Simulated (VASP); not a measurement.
Write the native input for VASP 6.6.1 that does the following.

```
Task                   : single point
Functional             : PBEsol
Potentials or basis    : VASP PAW PBE potentials, release 64 (In_d, Fe)
Cutoff                 : 520 eV
k mesh                 : 12 × 12 × 12
Occupations            : fermi-dirac, width 0.0928 eV
Spin                   : no spin polarisation
Dipole correction      : no
Further INCAR settings : ALGO = Normal; EDIFF = 1e-07; NBANDS = 18
```

The structure of InFe lies in POSCAR:

```
InFe
1.0
    0.0000000000      2.3474740000      2.3474740000
    2.3474740000      0.0000000000      2.3474740000
    2.3474740000      2.3474740000      0.0000000000
In Fe
1 1
Direct
    0.5000000000      0.5000000000      0.5000000000
    0.0000000000      0.0000000000      0.0000000000
```

The cell was built by a generator and needn't be a form met in nature.

The input as run:

INCAR

```
SYSTEM = InFe
  PREC = Accurate
  ENCUT = 520
  EDIFF = 1E-7
  ISMEAR = -1
  SIGMA = 0.0928
  LREAL = .FALSE.
  LASPH = .TRUE.
  NELM = 80
  ALGO = Normal
  ISIF = 2
  LWAVE = .FALSE.
  LCHARG = .TRUE.
  GGA = PS
  LELF = .TRUE.
  LVHAR = .TRUE.
  NBANDS = 18
```

KPOINTS

```
regular mesh
0
G
  12 12 12
  0 0 0
```

Potentials or basis: VASP PAW PBE potentials, release 64 (In_d, Fe).

Command:

```bash
$ cat potpaw_PBE.64/In_d/POTCAR potpaw_PBE.64/Fe/POTCAR > POTCAR
$ mpirun -np 1 vasp_std > vasp.out
```

Results of the run:

```json
{"Pressure": "59.1 GPa", "Band gap on the k mesh": "none (metal or under the smearing width)"}
```

Caveat: a pressure of tens of GPa on the cell as given is suspect, and the run, the potentials or the cell itself is likely at fault; the PAW data sets were made with another functional, which shifts forces and pressure a little.

Wall time 47 s on 1 thread of Intel(R) Xeon(R) Platinum 8488C (Sapphire Rapids) (shared host), peak memory 0.17 GiB.
